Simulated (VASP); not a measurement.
Crystal: CuMo7.

```
Cu Mo
1.0
     0.00000    4.37658    4.37658
     4.37658    0.00000    4.37658
     4.37658    4.37658    0.00000
Cu Mo
1 7
Direct
  0.50000 0.50000 0.50000
  0.75815 0.24185 0.24185
  0.24185 0.75815 0.75815
  0.24185 0.75815 0.24185
  0.75815 0.24185 0.75815
  0.24185 0.24185 0.75815
  0.75815 0.75815 0.24185
  0.00000 0.00000 0.00000
```

The cell was built by a generator and needn't be a form met in nature.

```yaml
Program: VASP 6.6.1
Task: relaxation of cell and atoms
Functional: PBE
Potentials_or_basis: VASP PAW PBE potentials, release 64 (Cu, Mo_sv)
Cutoff: 520 eV
k_mesh: 4 × 4 × 4
Occupations: gaussian, width 0.15 eV
Spin: no spin polarisation
```

At the start: pressure 29.9 GPa; volume 20.96 Å³/atom.

Q: Where does the relaxation end?

A: Over 12 steps the energy falls by 481.8 meV/atom and the volume is 24.91 Å³/atom (+18.8 %); space group Fm-3m (No. 225, to 0.05 Å).

The path:
| step | energy change (eV) | largest force (eV/Å) | pressure (GPa) | volume (Å³) |
| --- | --- | --- | --- | --- |
| 1 | 0.0000 | 4.9007 | 29.86 | 167.66 |
| 2 | 2.7058 | 0.8058 | -16.49 | 281.41 |
| 3 | 453.9665 | 2.6885 | 9.30 | 205.81 |
| 4 | 42.5474 | 3.4869 | 13.86 | 215.72 |
| 5 | 1.7430 | 1.0932 | -12.55 | 247.11 |
| 6 | -2.6126 | 0.8569 | -9.74 | 225.13 |
| 7 | -3.1461 | 0.7426 | -8.13 | 219.31 |
| 8 | -3.3292 | 0.6894 | -6.35 | 217.27 |
| 9 | -3.6340 | 0.0419 | 7.93 | 188.35 |
| 10 | -3.8364 | 0.3581 | 0.63 | 198.00 |
| 11 | -3.8373 | 0.3628 | 0.19 | 198.61 |
| 12 | -3.8545 | 0.0052 | 0.12 | 199.25 |

Final structure:
```
Cu Mo
1.0
     0.00000    4.63581    4.63581
     4.63581    0.00000    4.63581
     4.63581    4.63581    0.00000
Cu Mo
1 7
Direct
  0.50000 0.50000 0.50000
  0.74600 0.25400 0.25400
  0.25400 0.74600 0.74600
  0.25400 0.74600 0.25400
  0.74600 0.25400 0.74600
  0.25400 0.25400 0.74600
  0.74600 0.74600 0.25400
  0.00000 0.00000 0.00000
```

Caveat: the volume moved by over 15 % at a fixed basis, so the end points are rough.
